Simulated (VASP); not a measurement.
```
CoO
1.0
    4.34520     2.17260     2.17260
    2.17260     4.34520     2.17260
    2.17260     2.17260     4.34520
Co O
2 2
Direct
  0.00000   0.00000   0.00000
  0.50000   0.50000   0.50000
  0.25000   0.25000   0.25000
  0.75000   0.75000   0.75000
```
Starting moments (μB, in the order of the record's atoms Co Co O O): 3.0 -3.0 0.0 0.0.

These are PBE GGA, VASP's PBE PAW potentials (set 64) (plane waves; VASP) values and carry that method's errors. Run with 520 eV cut-off, 6×6×6 Γ-centred mesh, Gaussian smearing of 0.050 eV, potentials Co O.

Give the stress tensor in GPa (positive for a compressed cell).

```
-11.38    0.69    0.69
  0.69  -11.38    0.69
  0.69    0.69  -11.38
```
The pressure is its mean diagonal, -11.38 GPa.

The compound is CoO in the rock salt, AFM-II order structure. The cell was not relaxed at this level. The k-mesh is coarse (spacing up to 0.40 per Å, 2π included), so the numbers may not be converged in it.
